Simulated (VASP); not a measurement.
All values below come from PBEsol GGA, VASP's PBE PAW potentials (set 64) (plane waves; VASP 6.6.1).

The input files of a VASP run:

### KPOINTS
```
Automatic mesh
0
Gamma
13 13 13
0 0 0
```

**INCAR**
```
SYSTEM  =  HfSi
PREC  =  Accurate; ENCUT  =  400; LREAL  =  .False.
LASPH  =  .True.
EDIFF  =  1E-7; NELM  =  100; ALGO  =  Normal
LMAXMIX  =  6
ISMEAR  =  -5
GGA  =  PS
ISIF  =  2
LWAVE  =  .False.; LCHARG  =  .True.; LORBIT  =  11
NEDOS  =  601
```

### POSCAR
```
HfSi
1
    0.0000000000     2.6481981967     2.6481981967
    2.6481981967     0.0000000000     2.6481981967
    2.6481981967     2.6481981967     0.0000000000
Hf Si
1 1
Direct
  0.0000000000   0.0000000000   0.0000000000
  0.5000000000   0.5000000000   0.5000000000
```

POTCAR, in this order: Hf_pv Si (PBE.64 set). Program: vasp_std.

Task: What will the output report for the number of irreducible k-points (NKPTS), number of bands (NBANDS), largest plane-wave count, number of space-group operations, FFT grid (NGX, NGY, NGZ)?

Result: 
The number of irreducible k-points (NKPTS) is 84. The number of bands (NBANDS) comes out as 11 and the largest plane-wave count is 688. The number of space-group operations comes out as 48 and the FFT grid (NGX, NGY, NGZ) is 24 × 24 × 24.

The structure was generated: HfSi was put into the rock salt type (Fm-3m), which need not be its known phase. It was relaxed first, which changed the volume by -37 %.
